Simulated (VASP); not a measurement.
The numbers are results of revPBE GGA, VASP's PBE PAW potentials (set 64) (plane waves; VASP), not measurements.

The input files of a VASP run:

**INCAR**
```
# general
SYSTEM   =  Cu
PREC     =  Accurate
ENCUT    =  520
LREAL    =  .FALSE.
LASPH    =  .TRUE.

# electronic loop
EDIFF    =  1E-6
NELM     =  100
ALGO     =  Normal
LMAXMIX  =  4

# smearing
ISMEAR   =  1
SIGMA    =  0.1

# functional
GGA      =  RE

# ions
IBRION   =  2
NSW      =  60
ISIF     =  3
EDIFFG   =  -0.01

# output
LWAVE    =  .FALSE.
LCHARG   =  .FALSE.
```

### POSCAR
```
Cu
1
   -0.0000000000     1.8326638504     1.8326638504
    1.8326638504     0.0000000000     1.8326638504
    1.8326638504     1.8326638504     0.0000000000
Cu
1
Direct
  0.0000000000   0.0000000000   0.0000000000
```

File KPOINTS:
```
Automatic mesh
0
Gamma
15 15 15
0 0 0
```

POTCAR, in this order: Cu (PBE.64 set). Program: vasp_std.

Q: What will the output report for the number of irreducible k-points (NKPTS), largest plane-wave count, number of space-group operations, FFT grid (NGX, NGY, NGZ)?

A: 
```json
{
 "number of irreducible k-points (NKPTS)": "120",
 "largest_plane_wave_count": "343",
 "number_of_space_group_operations": "48",
 "FFT grid (NGX, NGY, NGZ)": "20 × 20 × 20"
}
```

The compound is Cu in the fcc structure. This run relaxes it. Symmetry was kept, so distortions that lower it aren't found. The start is the result of an earlier pass.
